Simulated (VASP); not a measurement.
A convergence study with VASP on LiBr (rock salt): one setting is varied, all else stays as given below, so the limit is that of these other settings.

```
LiBr
1.0
    0.00000     2.75000     2.75000
    2.75000     0.00000     2.75000
    2.75000     2.75000     0.00000
Li Br
1 1
Direct
  0.00000   0.00000   0.00000
  0.50000   0.50000   0.50000
```

All values below come from PBE GGA, VASP's PBE PAW potentials (set 64) (plane waves; VASP). The tightest run used: 700 eV cut-off, 17×17×17 Γ-centred mesh, tetrahedra with Blöchl corrections, potentials Li_sv Br.

Gaps are read on the run's mesh, which can miss a band edge.

Question: The settings run are 3×3×3 mesh; 4×4×4 mesh; 5×5×5 mesh; 6×6×6 mesh; 7×7×7 mesh; 8×8×8 mesh; 9×9×9 mesh; 10×10×10 mesh; 11×11×11 mesh; 12×12×12 mesh; 13×13×13 mesh; 14×14×14 mesh; 15×15×15 mesh; 16×16×16 mesh; 17×17×17 mesh. From which on does the energy per atom stay within 0.002 eV/atom of the tightest run?

Answer: From 5×5×5 mesh on: it is off by 0.0009 there and by no more than 0.002 in any finer run, while 4×4×4 mesh is off by 0.0053.
```json
[
 {"setting": "3×3×3 mesh", "E (eV/atom)": "-3.2846", "pressure (GPa)": "0.89", "gap on the mesh (eV)": "4.930", "irreducible k-points": "4", "difference judged (eV/atom)": "0.0364"},
 {"setting": "4×4×4 mesh", "E (eV/atom)": "-3.3158", "pressure (GPa)": "0.23", "gap on the mesh (eV)": "4.943", "irreducible k-points": "8", "difference judged (eV/atom)": "0.0053"},
 {"setting": "5×5×5 mesh", "E (eV/atom)": "-3.3202", "pressure (GPa)": "0.11", "gap on the mesh (eV)": "4.945", "irreducible k-points": "10", "difference judged (eV/atom)": "0.0009"},
 {"setting": "6×6×6 mesh", "E (eV/atom)": "-3.3209", "pressure (GPa)": "0.09", "gap on the mesh (eV)": "4.946", "irreducible k-points": "16", "difference judged (eV/atom)": "0.0001"},
 {"setting": "7×7×7 mesh", "E (eV/atom)": "-3.3210", "pressure (GPa)": "0.09", "gap on the mesh (eV)": "4.946", "irreducible k-points": "20", "difference judged (eV/atom)": "0.0000"},
 {"setting": "8×8×8 mesh", "E (eV/atom)": "-3.3211", "pressure (GPa)": "0.09", "gap on the mesh (eV)": "4.946", "irreducible k-points": "29", "difference judged (eV/atom)": "0.0000"},
 {"setting": "9×9×9 mesh", "E (eV/atom)": "-3.3211", "pressure (GPa)": "0.08", "gap on the mesh (eV)": "4.945", "irreducible k-points": "35", "difference judged (eV/atom)": "0.0000"},
 {"setting": "10×10×10 mesh", "E (eV/atom)": "-3.3211", "pressure (GPa)": "0.08", "gap on the mesh (eV)": "4.942", "irreducible k-points": "47", "difference judged (eV/atom)": "0.0000"},
 {"setting": "11×11×11 mesh", "E (eV/atom)": "-3.3211", "pressure (GPa)": "0.08", "gap on the mesh (eV)": "4.941", "irreducible k-points": "56", "difference judged (eV/atom)": "0.0000"},
 {"setting": "12×12×12 mesh", "E (eV/atom)": "-3.3211", "pressure (GPa)": "0.08", "gap on the mesh (eV)": "4.940", "irreducible k-points": "72", "difference judged (eV/atom)": "0.0000"},
 {"setting": "13×13×13 mesh", "E (eV/atom)": "-3.3211", "pressure (GPa)": "0.08", "gap on the mesh (eV)": "4.940", "irreducible k-points": "84", "difference judged (eV/atom)": "0.0000"},
 {"setting": "14×14×14 mesh", "E (eV/atom)": "-3.3211", "pressure (GPa)": "0.08", "gap on the mesh (eV)": "4.941", "irreducible k-points": "104", "difference judged (eV/atom)": "0.0000"},
 {"setting": "15×15×15 mesh", "E (eV/atom)": "-3.3211", "pressure (GPa)": "0.08", "gap on the mesh (eV)": "4.941", "irreducible k-points": "120", "difference judged (eV/atom)": "0.0000"},
 {"setting": "16×16×16 mesh", "E (eV/atom)": "-3.3211", "pressure (GPa)": "0.08", "gap on the mesh (eV)": "4.941", "irreducible k-points": "145", "difference judged (eV/atom)": "0.0000"},
 {"setting": "17×17×17 mesh", "E (eV/atom)": "-3.3211", "pressure (GPa)": "0.08", "gap on the mesh (eV)": "4.941", "irreducible k-points": "165", "difference judged (eV/atom)": "0.0000"}
]
```

Left out are rungs that failed or repeat a setting and relaxations that didn't move; long series are thinned to 24 rows.

The compound is LiBr in the rock salt structure. The cell was not relaxed at this level.
